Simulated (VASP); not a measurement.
Output of a VASP run:

OSZICAR:
```
       N       E                     dE             d eps       ncg     rms          rms(c)
DAV:   1     0.639160962465E+03    0.63916E+03   -0.28038E+04   860   0.172E+03
DAV:   2     0.560941068472E+02   -0.58307E+03   -0.57155E+03   892   0.463E+02
DAV:   3    -0.329376116000E+02   -0.89032E+02   -0.86599E+02   990   0.193E+02
DAV:   4    -0.385623288665E+02   -0.56247E+01   -0.55971E+01  1109   0.466E+01
DAV:   5    -0.387650777898E+02   -0.20275E+00   -0.20261E+00  1309   0.889E+00    0.107E+01
DAV:   6    -0.373816314594E+02    0.13834E+01   -0.30754E+00  1221   0.195E+01    0.602E+00
DAV:   7    -0.372672828514E+02    0.11435E+00   -0.12544E+00  1309   0.553E+00    0.213E+00
DAV:   8    -0.372547359261E+02    0.12547E-01   -0.20271E-01  1170   0.425E+00    0.852E-01
DAV:   9    -0.372530547046E+02    0.16812E-02   -0.42790E-02  1152   0.259E+00    0.349E-01
DAV:  10    -0.372522216992E+02    0.83301E-03   -0.67613E-03  1266   0.916E-01    0.154E-01
DAV:  11    -0.372523601667E+02   -0.13847E-03   -0.87127E-04  1122   0.155E-01    0.847E-02
DAV:  12    -0.372523896651E+02   -0.29498E-04   -0.28747E-04  1253   0.117E-01    0.997E-02
DAV:  13    -0.372523753191E+02    0.14346E-04   -0.10947E-04  1125   0.977E-02    0.396E-02
DAV:  14    -0.372523712617E+02    0.40575E-05   -0.33284E-05  1053   0.243E-02    0.522E-03
DAV:  15    -0.372523714161E+02   -0.15439E-06   -0.16913E-06   671   0.929E-03
   1 F= -.37252371E+02 E0= -.37252371E+02  d E =-.372524E+02
```

OUTCAR:
```
------------------------ aborting loop because EDIFF is reached ----------------------------------------
  FORCE on cell =-STRESS in cart. coord.  units (eV):
  Direction    XX          YY          ZZ          XY          YZ          ZX
  --------------------------------------------------------------------------------------
  Total        0.0250263      0.0250263      0.0250263      0.0000000      0.0000000     -0.0000000
  in kB        0.2093003      0.2093003      0.2093003      0.0000000      0.0000000     -0.0000000
  external PRESSURE =       0.2093003 kB  Pullay stress =       0.0000000 kB
  volume of cell :      191.57
      direct lattice vectors                 reciprocal lattice vectors
     5.764734497  0.000000000  0.000000000     0.173468527  0.000000000  0.000000000
     0.000000000  5.764734497  0.000000000     0.000000000  0.173468527  0.000000000
     0.000000000  0.000000000  5.764734497     0.000000000  0.000000000  0.173468527
 POSITION                                       TOTAL-FORCE (eV/Angst)
 -----------------------------------------------------------------------------------
      0.00000      0.00000      0.00000         0.000000      0.000000     -0.000000
      2.88237      2.88237      0.00000         0.000000      0.000000     -0.000000
      2.88237      0.00000      2.88237        -0.000000      0.000000     -0.000000
      1.37698      1.50539      1.50539         0.007259     -0.007259     -0.007259
      4.38776      4.25934      1.50539        -0.007259      0.007259     -0.007259
      4.38776      1.50539      4.25934        -0.007259     -0.007259      0.007259
      1.37698      4.25934      4.25934         0.007259      0.007259      0.007259
      0.00000      2.88237      2.88237        -0.000000      0.000000     -0.000000
 -----------------------------------------------------------------------------------
    total drift:                                0.000000      0.000000      0.000000
  FREE ENERGIE OF THE ION-ELECTRON SYSTEM (eV)
  ---------------------------------------------------
  free  energy   TOTEN  =       -37.2523714161 eV

  energy  without entropy=      -37.2523714161  energy(sigma->0) =      -37.25237142

 reached required accuracy - stopping structural energy minimisation
```
(Selected blocks of OUTCAR.)

**POSCAR**
```
GaIn3P4
1
    5.7647344972    -0.0000000000    -0.0000000000
   -0.0000000000     5.7647344972     0.0000000000
   -0.0000000000    -0.0000000000     5.7647344972
In P Ga
3 4 1
Direct
  0.0000000000   0.0000000000   0.0000000000
  0.5000000000   0.5000000000   0.0000000000
  0.5000000000   0.0000000000   0.5000000000
  0.2388618986   0.2611381014   0.2611381014
  0.7611381014   0.7388618986   0.2611381014
  0.7611381014   0.2611381014   0.7388618986
  0.2388618986   0.7388618986   0.7388618986
  0.0000000000   0.5000000000   0.5000000000
```

### Question
Write an INCAR and KPOINTS that could have produced this output.

### Answer
This is not unique; one that fits is the input of the run itself, PBEsol GGA, plane waves, VASP's PBE PAW potentials (set 64).

### KPOINTS
```
Automatic mesh
0
Gamma
4 4 4
0 0 0
```

### INCAR
```
# general
SYSTEM   =  GaIn3P4
PREC     =  Accurate
ENCUT    =  400
LREAL    =  .FALSE.   # projection in real space or not
LASPH    =  .TRUE.   # aspherical one-centre terms

# electronic loop
EDIFF    =  1E-6
NELM     =  100
ALGO     =  Normal
LMAXMIX  =  4

# smearing
ISMEAR   =  0
SIGMA    =  0.05

# functional
GGA      =  PS   # PBEsol

# ions
IBRION   =  2
NSW      =  60   # most ionic steps
ISIF     =  3
EDIFFG   =  -0.02

# output
LWAVE    =  .FALSE.
LCHARG   =  .FALSE.
```

POTCAR, in this order: In_d P Ga_d (PBE.64 set). Program: vasp_std.

The structure was generated: GaIn3P4 was put into an ordered model structure (P-43m), which need not be its known phase. It was relaxed first. The start is the result of an earlier pass.
